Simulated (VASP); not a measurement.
# I3Ga in VASP: further runs, part 2 of 2

VASP 6.6.1.

## (3) Electron localisation function, PBE

File INCAR:

```
SYSTEM = GaI3
ALGO = Normal
EDIFF = 1E-7
ENCUT = 520
GGA = PE
ISIF = 2
ISMEAR = 0
LASPH = .TRUE.
LCHARG = .TRUE.
LELF = .TRUE.
LREAL = .FALSE.
LWAVE = .FALSE.
NELM = 100
PREC = Accurate
SIGMA = 0.01
```

File KPOINTS:

```
k-points
0
G
  1 1 1
  0 0 0
```

File POSCAR:

```
GaI3
1.0
   12.0000000000      0.0000000000      0.0000000000
    0.0000000000     14.0000000000      0.0000000000
    0.0000000000      0.0000000000     12.0000000000
I Ga
3 1
Direct
    0.6248875000      0.4794964300      0.6254333300
    0.3772791700      0.3536392900      0.4154833300
    0.4589125000      0.6493607100      0.3802333300
    0.4870291700      0.4941607100      0.4737166700
```

Potentials or basis: VASP PAW PBE potentials, release 64 (I, Ga_d).

The run is started by

```bash
$ cat potpaw_PBE.64/I/POTCAR potpaw_PBE.64/Ga_d/POTCAR > POTCAR
$ mpirun -np 1 vasp_gam > vasp.out
```

OUTCAR:

```text
SYSTEM = GaI3
   EDIFF = 1E-7
   ENCUT = 520
   GGA = PE
   ISIF = 2
   ISMEAR = 0
   LASPH = .TRUE.
   LREAL = .FALSE.
   NELM = 100
   PREC = Accurate

 ion  position               nearest neighbor table
   1  0.625  0.479  0.625-   4 2.47
   2  0.377  0.354  0.415-   4 2.47
   3  0.459  0.649  0.380-   4 2.47
   4  0.487  0.494  0.474-   2 2.47   3 2.47   1 2.47

  LATTYP: Found a simple tetragonal cell.
 ALAT       =    12.0000000000
 C/A-ratio  =     1.1666666667

  Lattice vectors:

 A1 = ( -12.0000000000,   0.0000000000,   0.0000000000)
 A2 = (   0.0000000000,   0.0000000000,  12.0000000000)
 A3 = (   0.0000000000,  14.0000000000,   0.0000000000)

Analysis of symmetry for initial positions (statically):
=====================================================================
 Subroutine PRICEL returns:
 Original cell was already a primitive cell.

 Routine SETGRP: Setting up the symmetry group for a
 simple tetragonal supercell.

 Subroutine GETGRP returns: Found  1 space group operations
 (whereof  1 operations were pure point group operations)
[... 143 lines left out ...]

  energy without entropy =       -9.10097487  energy(sigma->0) =       -9.10097487

 E-fermi :  -5.9922     XC(G=0):  -1.1853

 val. band max:       -6.0394243753   @ k =   0.0000   0.0000   0.0000
 cond. band min:      -2.8126183534   @ k =   0.0000   0.0000   0.0000
 fundamental gap:      3.2268060219
 Fermi energy:        -5.9922227990

 k-point     1 :       0.0000    0.0000    0.0000
  band No.  band energies     occupation
      1     -20.2771      2.00000
      2     -20.1794      2.00000
      3     -20.1794      2.00000
      4     -20.1515      2.00000
      5     -20.1515      2.00000
      6     -17.3196      2.00000
[... 13 lines left out ...]
     20      -0.2281      0.00000
     21       0.1615      0.00000

------------------------ aborting loop because EDIFF is reached ----------------------------------------

  FORCE on cell =-STRESS in cart. coord.  units (eV):
  Direction    XX          YY          ZZ          XY          YZ          ZX
  --------------------------------------------------------------------------------------
  -------------------------------------------------------------------------------------
  Total        0.4110359      0.7861394      0.4539796      0.1394139     -0.1301251      0.3916537
  in kB        0.3266629      0.6247692      0.3607915      0.1107966     -0.1034145      0.3112593
  external PRESSURE =       0.4374079 kB  Pullay stress =       0.0000000 kB

 VOLUME and BASIS-vectors are now :
 -----------------------------------------------------------------------------
  energy-cutoff  :      520.00
  volume of cell :     2016.00
      direct lattice vectors                 reciprocal lattice vectors
    12.000000000  0.000000000  0.000000000     0.083333333  0.000000000  0.000000000
     0.000000000 14.000000000  0.000000000     0.000000000  0.071428571  0.000000000
     0.000000000  0.000000000 12.000000000     0.000000000  0.000000000  0.083333333

 POSITION                                       TOTAL-FORCE (eV/Angst)
 -----------------------------------------------------------------------------------
      7.49865      6.71295      7.50520         0.150184     -0.018707      0.165572
      4.52735      4.95095      4.98580        -0.120957     -0.180299     -0.063875
      5.50695      9.09105      4.56280        -0.030763      0.198243     -0.102346
      5.84435      6.91825      5.68460         0.001536      0.000763      0.000649
 -----------------------------------------------------------------------------------
    total drift:                                0.000629     -0.000735     -0.000592

  FREE ENERGIE OF THE ION-ELECTRON SYSTEM (eV)
  ---------------------------------------------------
  free  energy   TOTEN  =        -9.1009748745 eV

  energy  without entropy=       -9.1009748745  energy(sigma->0) =       -9.10097487
```

OSZICAR:

```text
N       E                     dE             d eps       ncg     rms          rms(c)
DAV:   1     0.229604396058E+03    0.22960E+03   -0.96601E+03    58   0.981E+02
DAV:   2     0.377940802492E+02   -0.19181E+03   -0.19037E+03    76   0.170E+02
DAV:   3    -0.625673242995E+01   -0.44051E+02   -0.43892E+02    47   0.720E+01
[... 19 lines left out ...]
DAV:  23    -0.910097378398E+01   -0.25734E-05   -0.75598E-08    36   0.120E-03    0.526E-04
DAV:  24    -0.910097431882E+01   -0.53484E-06   -0.10309E-08    36   0.939E-04    0.541E-04
DAV:  25    -0.910097445096E+01   -0.13215E-06    0.91477E-09    36   0.486E-04    0.259E-04
DAV:  26    -0.910097482795E+01   -0.37699E-06   -0.12820E-09    36   0.541E-04    0.253E-04
DAV:  27    -0.910097487451E+01   -0.46557E-07    0.11216E-08    36   0.367E-04
   1 F= -.91009749E+01 E0= -.91009749E+01  d E =-.118958E-11
```

stdout:

```text
POSCAR found type information on POSCAR I Ga
 POSCAR found :  2 types and       4 ions
 scaLAPACK will be used
 LDA part: xc-table for (Slater+PW92), standard interpolation
 POSCAR, INCAR and KPOINTS ok, starting setup
 FFT: planning ... GRIDC
 FFT: planning ... GRID_SOFT
 FFT: planning ... GRID
 WAVECAR not read
 entering main loop
```

It took 2 min on 1 thread of AMD EPYC 9R45 (Zen 5), shared host; peak memory 1.4 GiB.

What came out:

```yaml
Free_energy: -9.1010 eV
Largest_force: 0.226 eV/Å
Gap_between_the_frontier_levels: 3.23 eV
```

Forces in eV/Å, atoms in the order of the input:
```
I    0.150 -0.019  0.166
I   -0.121 -0.180 -0.064
I   -0.031  0.198 -0.102
Ga   0.002  0.001  0.001
```

Caveat: spin-orbit coupling is left out, which moves the levels of the heavy elements.

## (4) Single point, revPBE+D3(BJ)

File INCAR:

```
SYSTEM = GaI3
  PREC = Accurate
  ENCUT = 520
  EDIFF = 1E-7
  ISMEAR = 0
  SIGMA = 0.01
  LREAL = .FALSE.
  LASPH = .TRUE.
  NELM = 60
  ALGO = Normal
  ISIF = 2
  LWAVE = .FALSE.
  LCHARG = .FALSE.
  GGA = RE
  IVDW = 12
  NBANDS = 25
```

File KPOINTS:

```
Automatic mesh
0
G
  1 1 1
  0 0 0
```

File POSCAR:

```
GaI3
1.0
   12.0000000000      0.0000000000      0.0000000000
    0.0000000000     14.0000000000      0.0000000000
    0.0000000000      0.0000000000     12.0000000000
I Ga
3 1
Cartesian
    7.4986500000      6.7129500200      7.5051999600
    4.5273500400      4.9509500600      4.9857999600
    5.5069500000      9.0910499400      4.5627999600
    5.8443500400      6.9182499400      5.6846000400
```

The run is started by

```bash
$ cat potpaw_PBE.64/I/POTCAR potpaw_PBE.64/Ga_d/POTCAR > POTCAR
$ mpirun -np 1 vasp_gam > vasp.out
```

Wall time 1.9 min (1 thread of AMD EPYC 9R45 (Zen 5), shared host); peak memory 1.3 GiB.

The run converged. Its results:

| Property | Result |
| --- | --- |
| Free energy | -8.9980 eV |
| Largest force | 0.305 eV/Å |
| Gap between the frontier levels | 3.27 eV |
| Dispersion energy per atom | -0.092 eV |

Forces in eV/Å, atoms in the order of the input:
```
I    0.203 -0.025  0.224
I   -0.163 -0.243 -0.086
I   -0.041  0.267 -0.138
Ga   0.001  0.001  0.001
```

Levels at points of the mesh, in eV from the valence-band top:
| k point | band 14 | band 15 | band 16 | band 17 | band 18 | band 19 | band 20 | band 21 |
| --- | --- | --- | --- | --- | --- | --- | --- | --- |
| (0.00, 0.00, 0.00) | -0.34 | -0.32 | -0.32 | 0.00 | 3.27 | 4.01 | 5.75 | 6.18 |

Caveat: the PAW data sets were made with another functional, which shifts forces and pressure a little; spin-orbit coupling is left out, which moves the levels of the heavy elements. revPBE gaps usually lie below the measured ones, often by a third to a half.

## (5) Relaxation of the atoms, RPBE

File INCAR:

```
PREC = Accurate ; ENCUT = 520
EDIFF = 1E-6 ; ISMEAR = 0
SIGMA = 0.01 ; LREAL = False
LASPH = True ; NELM = 100
ALGO = Fast ; ISIF = 2
LWAVE = False ; LCHARG = False
GGA = RP ; IBRION = 2
NSW = 40 ; EDIFFG = -0.01
```

File KPOINTS:

```
Automatic mesh
0
Gamma
  1 1 1
```

File POSCAR:

```
GaI3
1.0
   12.0000000000      0.0000000000      0.0000000000
    0.0000000000     14.0000000000      0.0000000000
    0.0000000000      0.0000000000     12.0000000000
I Ga
3 1
Direct
    0.6248875000      0.4794964300      0.6254333300
    0.3772791700      0.3536392900      0.4154833300
    0.4589125000      0.6493607100      0.3802333300
    0.4870291700      0.4941607100      0.4737166700
```

The run is started by

```bash
$ cat potpaw_PBE.64/I/POTCAR potpaw_PBE.64/Ga_d/POTCAR > POTCAR
$ mpirun -np 1 vasp_gam > vasp.out
```

It took 3.4 min on 1 thread of AMD EPYC 9R45 (Zen 5), shared host; peak memory 1.6 GiB.

The run converged. Its results:

```yaml
Free_energy: -8.5984 eV
Energy_gained_by_relaxing: 6.2 meV/atom
Ionic_steps: 4
Gap_between_the_frontier_levels: 3.04 eV
```

Forces on the atoms (eV/Å):
```
I    0.000  0.000  0.000
I    0.001  0.002  0.001
I    0.000 -0.001  0.000
Ga  -0.001  0.000 -0.001
```

Step by step:
```tsv
step	energy change (eV)	largest force (eV/Å)	pressure (GPa)
1	0.0000	0.4283	0.08
2	-0.0192	0.1995	0.04
3	-0.0250	0.0104	0.00
4	-0.0250	0.0020	0.00
```

Final structure:
```cif
data_structure
_symmetry_space_group_name_H-M 'P 1'
_symmetry_Int_Tables_number 1
_cell_length_a 12.0000
_cell_length_b 14.0000
_cell_length_c 12.0000
_cell_angle_alpha 90.000
_cell_angle_beta 90.000
_cell_angle_gamma 90.000
_cell_volume 2016.00
loop_
_atom_site_label
_atom_site_type_symbol
_atom_site_fract_x
_atom_site_fract_y
_atom_site_fract_z
_atom_site_occupancy
I1 I 0.62714 0.47926 0.62791 1
I2 I 0.37548 0.35134 0.41453 1
I3 I 0.45845 0.65190 0.37871 1
Ga1 Ga 0.48704 0.49417 0.47372 1
```

Levels at points of the mesh, in eV from the valence-band top:
| k point | band 15 | band 16 | band 17 | band 18 | band 19 | band 20 |
| --- | --- | --- | --- | --- | --- | --- |
| (0.00, 0.00, 0.00) | -0.30 | -0.30 | 0.00 | 3.04 | 3.96 | 5.73 |

Caveat: the PAW data sets were made with another functional, which shifts forces and pressure a little; spin-orbit coupling is left out, which moves the levels of the heavy elements. RPBE gaps usually lie below the measured ones, often by a third to a half.

## (6) Relaxation of the atoms, revPBE

File INCAR:

```
SYSTEM = GaI3
ALGO = Normal ; EDIFF = 1E-6
EDIFFG = -0.02 ; ENCUT = 520
GGA = RE ; IBRION = 2
ISIF = 2 ; ISMEAR = 0
LASPH = .TRUE. ; LCHARG = .FALSE.
LREAL = .FALSE. ; LWAVE = .FALSE.
NELM = 60 ; NSW = 60
PREC = Accurate ; SIGMA = 0.01
```

File KPOINTS:

```
k-points
0
G
  1 1 1
  0 0 0
```

File POSCAR:

```
GaI3
1.0
   12.0000000000      0.0000000000      0.0000000000
    0.0000000000     14.0000000000      0.0000000000
    0.0000000000      0.0000000000     12.0000000000
I Ga
3 1
Cartesian
    7.4986500000      6.7129500200      7.5051999600
    4.5273500400      4.9509500600      4.9857999600
    5.5069500000      9.0910499400      4.5627999600
    5.8443500400      6.9182499400      5.6846000400
```

Potentials or basis: VASP PAW PBE potentials, release 64 (I, Ga_d).

The run is started by

```bash
$ cat potpaw_PBE.64/I/POTCAR potpaw_PBE.64/Ga_d/POTCAR > POTCAR
$ mpirun -np 1 vasp_gam > vasp.out
```

It took 2.8 min on 1 thread of AMD EPYC 9R45 (Zen 5), shared host; peak memory 1.6 GiB.

The run converged. Its results:

```yaml
Free_energy: -8.6505 eV
Energy_gained_by_relaxing: 4.9 meV/atom
Ionic_steps: 3
Largest_force_after_relaxing: 0.016 eV/Å
Gap_between_the_frontier_levels: 3.05 eV
```

Forces on the atoms (eV/Å):
```
I   -0.009  0.001 -0.010
I    0.008  0.013  0.005
I    0.002 -0.013  0.006
Ga  -0.001 -0.001 -0.001
```

Step by step:
```tsv
step	energy change (eV)	largest force (eV/Å)	pressure (GPa)
1	0.0000	0.3798	0.07
2	-0.0151	0.1770	0.03
3	-0.0196	0.0158	0.00
```

Final structure:
```
I Ga
1.0
    12.00000    0.00000    0.00000
     0.00000   14.00000    0.00000
     0.00000    0.00000   12.00000
I Ga
3 1
Direct
  0.62695 0.47928 0.62771
  0.37563 0.35152 0.41461
  0.45849 0.65169 0.37883
  0.48704 0.49417 0.47372
```

Levels at points of the mesh, in eV from the valence-band top:
```tsv
k point	band 15	band 16	band 17	band 18	band 19	band 20
(0.00, 0.00, 0.00)	-0.30	-0.30	0.00	3.05	3.96	5.76
```

Caveat: the PAW data sets were made with another functional, which shifts forces and pressure a little; spin-orbit coupling is left out, which moves the levels of the heavy elements.

## (7) For comparison

An earlier run on the cell as given: functional PBE; potentials or basis VASP PAW PBE potentials, release 64 (I, Ga_d); cutoff 520 eV; k mesh 1 × 1 × 1; occupations gaussian, width 0.01 eV; no spin polarisation.

* Largest force: 0.226 eV/Å
* Gap between the frontier levels: 3.23 eV

## (8) Overview

```tsv
task	level	cell	gap on the mesh (eV)	largest force (eV/Å)
atomic charges	PBE+TS	as given	3.23	0.23
electron localisation function	PBE	as given	3.23	0.23
single point	revPBE+D3(BJ)	as given	3.27	0.30
relaxation of the atoms	RPBE	atoms relaxed	3.04	-
relaxation of the atoms	revPBE	atoms relaxed	3.05	0.02
single point	PBE	as given	3.23	0.23
```

Alike in all rows: potentials or basis VASP PAW PBE potentials, release 64 (I, Ga_d); no spin polarisation; k mesh 1 × 1 × 1; cutoff (eV) 520; smearing gaussian 0.01 eV.

On the cell as given the gap runs from 3.23 eV (PBE+TS) to 3.27 eV (revPBE+D3(BJ)).

Caveats: spin-orbit coupling is left out, which moves the levels of the heavy elements; the PAW data sets were made with another functional, which shifts forces and pressure a little (some runs).

Total energies depend on the potentials used, so only differences within one code and one set of settings carry meaning.
